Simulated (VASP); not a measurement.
A run of VASP 6.6.1:

INCAR

```
SYSTEM = AlN
  PREC = Accurate
  ENCUT = 520
  EDIFF = 1E-8
  ISMEAR = 0
  SIGMA = 0.02
  LREAL = .False.
  LASPH = .True.
  NELM = 80
  ALGO = Normal
  ISIF = 3
  LWAVE = .False.
  LCHARG = .False.
  METAGGA = R2SCAN
  LMIXTAU = .True.
  IBRION = 6
  NFREE = 2
  POTIM = 0.015
  NSW = 1
  KPAR = 4
```

The input KPOINTS:

```
Automatic mesh
0
Gamma
  12 12 6
  0 0 0
```

POSCAR

```
AlN                                     
1.0
    3.1049958030      0.0000000000      0.0000000000
   -1.5524979015      2.6890052420      0.0000000000
    0.0000000000      0.0000000000      4.9751431069
  Al              N             
     2     2
Direct
     0.3333333300000021    0.6666666699999979    0.9991628523928497
     0.6666666699999979    0.3333333300000021    0.4991628523928497
     0.3333333300000021    0.6666666699999979    0.3808371476071528
     0.6666666699999979    0.3333333300000021    0.8808371476071528
```

Potentials or basis: VASP PAW PBE potentials, release 64 (Al, N).

Launch:

```console
$ cat potpaw_PBE.64/Al/POTCAR potpaw_PBE.64/N/POTCAR > POTCAR
$ mpirun -np 4 vasp_std > vasp.out
```

Hardware: 4 MPI ranks on Intel(R) Xeon(R) Platinum 8488C (Sapphire Rapids), with other jobs on the host.

**Question.** How long does it take, and how much memory?

**Answer.** Wall time 17 min on 4 MPI ranks on Intel(R) Xeon(R) Platinum 8488C (Sapphire Rapids), on a shared host, peak memory 0.45 GiB a rank. Counts: scf iterations 342, k points 76.
